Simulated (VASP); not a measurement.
Method: PW91 GGA, VASP's PBE PAW potentials (set 64) (plane waves; VASP).

The input files of a VASP run:

**INCAR**
```
SYSTEM=Tl
PREC=Accurate; ENCUT=520; LREAL=.FALSE.
LASPH=.TRUE.
EDIFF=1E-7; NELM=100; ALGO=Normal
LMAXMIX=4
ISMEAR=-5
GGA=91
ISIF=2
LWAVE=.FALSE.; LCHARG=.TRUE.; LORBIT=11
NEDOS=601
```

KPOINTS:
```
Automatic
0
gamma
 13 13 7
0 0 0
```

POSCAR:
```
Tl
1
    1.7922501521    -3.1042684376    -0.0000000000
    1.7922501521     3.1042684376    -0.0000000000
    0.0000000000     0.0000000000     5.6260412751
Tl
2
Direct
  0.3333330000   0.6666670000   0.2500000000
  0.6666670000   0.3333330000   0.7500000000
```

POTCAR, in this order: Tl_d (PBE.64 set). Program: vasp_std.

Q: What will the output report for the number of irreducible k-points (NKPTS), largest plane-wave count, number of space-group operations, FFT grid (NGX, NGY, NGZ)?

A: 
```
Property                                       Value
--------------------------------------  ------------
number of irreducible k-points (NKPTS)            84
largest plane-wave count                        1713
number of space-group operations                  24
FFT grid (NGX, NGY, NGZ)                28 × 28 × 42
```

The compound is Tl in the hcp structure. It was relaxed first, which changed the volume by +9 %.
